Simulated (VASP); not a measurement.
Cs (bcc): the bulk modulus from VASP (plane waves, PAW) at several levels of theory. Static lattice, third-order Birch-Murnaghan fit over five volumes.

| level | bulk modulus (GPa) | error against measurement |
|---|---|---|
| LDA | 2.4 | +13.7 % |
| PBE | 2.0 | -5.2 % |
| PBEsol | 2.1 | +0.0 % |
| r2SCAN | 1.8 | -13.3 % |

Measured: 2.1 GPa at 0 K (as given by H. Levämäki et al., Physical Review B (2014), arXiv:1402.3671; corrected for temperature and zero-point phonon effects).

The cell of the LDA run:

```cif
data_Cs
_chemical_formula_sum 'Cs1'
_space_group_name_H-M_alt 'P 1'
_space_group_IT_number 1
_cell_length_a 5.00016
_cell_length_b 5.00016
_cell_length_c 5.00016
_cell_angle_alpha 109.471
_cell_angle_beta 109.471
_cell_angle_gamma 109.471
loop_
_space_group_symop_operation_xyz
  'x, y, z'
loop_
_atom_site_label
_atom_site_type_symbol
_atom_site_fract_x
_atom_site_fract_y
_atom_site_fract_z
_atom_site_occupancy
Cs1 Cs 0.00000 0.00000 0.00000 1
```

Only levels that ran to the end are used. Left out are those held back, those with too coarse a band path, GW runs whose mesh misses a band edge, hybrids' fits of cells that aren't cubic and levels without matching references; a question may draw on a part of the rest.

The compound is Cs in the bcc structure.
